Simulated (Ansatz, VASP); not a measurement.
# Co (Co(0001) film of 4 layers) in two plane-wave programs, part 3 of 3

Wanted: the spread between two codes on one cell, functional and k mesh. The structure shown is the start of the Ansatz relaxation below; VASP solves that cell, so the two are compared at the walk's first step.

VASP 6.6.1 and Ansatz 0.2.0.

So far. Step 6 (VASP: single point, LDA, start cell, pair 2): The run ends at a pressure of -0.13 GPa, with forces up to 0.051 eV/Å.

## (9) Ansatz: relaxation, LDA

Level of this step: Ansatz beside VASP: Kohn-Sham DFT, plane waves, LDA (Ansatz).

The two programs are compared at the cell with which this relaxation starts, whose forces are those of its first step.

The structure compared here is the start of the Ansatz relaxation; VASP solves that cell, so the two are compared at the walk's first step.

The input, input.yaml:

```yaml
crystal:
  lattice:
    - [2.3998136624, 2.7662e-06, 0.0]
    - [-1.1999092268, 2.0782982129, 0.0]
    - [0.0, 0.0, 36.0687825065]
  atoms:
    - { symbol: Co, position: [0.3333333333, 0.6666666667, 0.1563207794], spin: 1.85 }
    - { symbol: Co, position: [0.6666666667, 0.3333333333, 0.2094496629], spin: 1.79 }
    - { symbol: Co, position: [0.3333333333, 0.6666666667, 0.2655979769], spin: 1.79 }
    - { symbol: Co, position: [0.6666666667, 0.3333333333, 0.3187268604], spin: 1.85 }
  periodic: [true, true, false]
kpoints:
  mp_grid: { grid: [12, 12, 1] }
hamiltonian:
  xc: lda
scf:
  occupations: { method: gaussian, width: 0.15 }
output:
  forces: true
  stress: true
  eigenvalues: true
  populations: true
  write_density: true
  write_potential: true
  elf: true
  volumetric_format: npy
magnetization:
  spin_polarized: true
relax:
  adjacent_minimum: "off"
  f_tol: 0.001
  max_steps: 60
  cell: { stress_2d_tol: 0.002 }
```

Launch:

```
$ ansatz run input.yaml --threads 4 --pin off --max-ram 16384MiB --backend cpu --events-out ev --progress --plain --runs-dir out
```

Numbers of over 12 decimals in the logs are rounded to 6 here.

The log of the run:

```text
[...]
Crystal: 4 atoms, lattice volume = 179.894 Å³
Basis set: ecut = 420 eV, 3403 PW (Γ)
Bands: 46, of which v1, the nominal top of the filled ones, is band 34 counted from 1 (33 counted from 0)
Symmetry: 12 space group operations
[...]
k-points: 19 of 144
[...]
Starting moments: Σ|m| = 7.28 μB on 4 of 4 sites
[...]
- { symbol: Co, position: [0.666667, 0.333333, 0.209498] }
    - { symbol: Co, position: [0.333333, 0.666667, 0.265550] }
    - { symbol: Co, position: [0.666667, 0.333333, 0.318828] }
--- Löwdin populations: 4 sites ---
  site symbol       q [e]    m [muB]
     0     Co     16.7934     1.6508
     1     Co     16.7934     1.5621
     2     Co     16.7934     1.5621
     3     Co     16.7934     1.6508
  spilling = 0.012155 (of n_electrons = 68.000000)
[key lines of the parts left out:]
SCF converged after 12 iterations
Magnetization: 6.2475 μB (37.1237 up, 30.8763 down)
Free energy (F): -20249.346739 eV
Fermi energy:    -5.464513 eV
P = ½ c Tr σ = -0.0003 N/m
```

## (10) VASP: single point, LDA, start cell, pair 3

The same cell, functional (in two slightly different forms), mesh and smearing now go to VASP, with its own data sets.

The input, INCAR:

```
SYSTEM = Co
PREC = Accurate
ENCUT = 520
EDIFF = 1E-06
NELM = 200
ISMEAR = 0
SIGMA = 0.15
LREAL = .FALSE.
ALGO = Normal
GGA = CA
NBANDS = 30
ISPIN = 2
MAGMOM = 1.63 1.56 1.56 1.63
LASPH = .TRUE.
LMAXMIX = 4
LORBIT = 11
LWAVE = .FALSE.
LCHARG = .FALSE.
ISIF = 2
LDIPOL = .TRUE.
IDIPOL = 3
DIPOL = 0.5 0.5 0.238
LVHAR = .TRUE.
GGA_COMPAT = .FALSE.
NELMDL = -8
KPAR = 2
```

The input, POSCAR:

```
Co
1.0
    2.3998140000      0.0000030000      0.0000000000
   -1.1999090000      2.0782980000      0.0000000000
    0.0000000000      0.0000000000     36.0687830000
Co
4
Direct
    0.3333330555      0.6666666667      0.1563207719
    0.6666665278      0.3333333333      0.2094496507
    0.3333330555      0.6666666667      0.2655979826
    0.6666665278      0.3333333333      0.3187268614
```

The input, KPOINTS:

```
Automatic mesh
0
Gamma
12 12 1
0 0 0
```

The projector-augmented-wave data sets are Co (LDA family, release 64).

Launch:

```
$ mpirun -np 2 vasp_std
```

The log of the run:

```text
[... set-up lines as in an earlier step ...]
 entering main loop
       N       E                     dE             d eps       ncg     rms          rms(c)
DAV:   1     0.257220463185E+03    0.25722E+03   -0.14769E+04  2280   0.109E+03
DAV:   2    -0.201977214635E+02   -0.27742E+03   -0.25932E+03  2370   0.269E+02
DAV:   3    -0.350816345885E+02   -0.14884E+02   -0.14398E+02  2550   0.921E+01
DAV:   4    -0.353328508671E+02   -0.25122E+00   -0.25067E+00  2768   0.139E+01
[...]
DAV:  34    -0.307880719309E+02   -0.38192E-05   -0.38413E-07  1550   0.859E-03    0.956E-04
DAV:  35    -0.307880732805E+02   -0.13496E-05   -0.16652E-07  1506   0.415E-03    0.791E-04
DAV:  36    -0.307880742194E+02   -0.93892E-06   -0.44478E-08  1554   0.170E-03
   1 F= -.30788074E+02 E0= -.30766578E+02  d E =-.429923E-01  mag=     6.1483
```

Parts of OUTCAR (step 10):

```text
  Total       -0.5599008     -0.5599006     -0.2638752     -0.0000002      0.0000000      0.0000000
  in kB       -4.9865993     -4.9865975     -2.3501303     -0.0000014      0.0000000      0.0000000
  external PRESSURE =      -4.1077757 kB  Pullay stress =       0.0000000 kB

 POSITION                                       TOTAL-FORCE (eV/Angst)
 -----------------------------------------------------------------------------------
     -0.00000      1.38553      5.63830         0.000000      0.000000      0.024697
      1.19991      0.69277      7.55459         0.000000     -0.000000      0.056892
     -0.00000      1.38553      9.57980        -0.000000      0.000000     -0.056892
      1.19991      0.69277     11.49609        -0.000000     -0.000000     -0.024697
 -----------------------------------------------------------------------------------
    total drift:                               -0.000077      0.000002     -0.000314

  FREE ENERGIE OF THE ION-ELECTRON SYSTEM (eV)
  ---------------------------------------------------
  free  energy   TOTEN  =       -30.7880742194 eV

  energy  without entropy=      -30.7450819296  energy(sigma->0) =      -30.76657807

 magnetization (x)
# of ion       s       p       d       tot
------------------------------------------
    1       -0.010  -0.030   1.607   1.567
    2       -0.015  -0.041   1.541   1.486
    3       -0.015  -0.041   1.541   1.486
    4       -0.010  -0.030   1.607   1.567
--------------------------------------------------
tot         -0.049  -0.142   6.298   6.106

[... 3 further parts left out ...]
[key lines of the parts left out:]
E-fermi :  -1.6901
```

The run ends at a pressure of -0.41 GPa, with forces up to 0.057 eV/Å.

## (11) Comparison

What differs besides the data sets and the points named for the pairs above, as far as they apply: the data sets hold 68 valence electrons in Ansatz (on its default PAW (the set named soft_2) files) and 36 in VASP. Total energies have different zeros and are not compared.

Forces (eV/Å; atoms numbered as in POSCAR):

```csv
atom,"Ansatz x, y, z","VASP x, y, z"
Co1,"0.000, 0.000, -0.011","0.000, 0.000, 0.025"
Co2,"0.000, 0.000, 0.043","0.000, 0.000, 0.057"
Co3,"0.000, 0.000, -0.043","0.000, 0.000, -0.057"
Co4,"0.000, 0.000, 0.011","0.000, 0.000, -0.025"
```

The forces differ by 16 meV/Å r.m.s., which is 61.7 % of the r.m.s. force of 0.025 eV/Å (both taken over all components). Moments aren't recorded for both runs of this pair, so they may hold unlike magnetic states. With vacuum in the cell, a pressure given here is an average over mostly empty space and none of the material.

## (12) Results

```yaml
r_m_s_force_difference_single_point_lda_start_cell_pair_1: 1.0 % of the r.m.s. force
r_m_s_force_difference_single_point_lda_start_cell_pair_2: 20 meV/Å
r_m_s_force_difference_single_point_lda_start_cell_pair_3: 16 meV/Å
```

What this shows: The r.m.s. force difference is 20 meV/Å (single point, LDA, start cell, pair 2), beyond the 12 meV/Å picked in this series as the mark of a large difference. The data sets hold unlike numbers of valence electrons (68 in Ansatz and 36 in VASP), so part of the differences comes from the potentials. Single point, LDA, start cell, pair 2, VASP with the data sets Co_sv: r.m.s. force difference goes from 20 to 14 meV/Å. What causes the difference of the single point, LDA, start cell, pair 3 pair stays open here. 3 further runs of this series are not shown here. How closely two codes agree says nothing of how well the functional describes the real material.

[Lines on the potential files, build, host, timing and source positions are cut from VASP's logs without a mark.]

[Logs are printed without paths, hosts, clocks, repeated set-up lines and the standing remarks that a program may print on its own settings, such as how far it seeks lower states.]

[Hosts, paths, dates, database ids (printed as entryN), source tags and the programs' standing remarks are cut or masked in the printed files.]
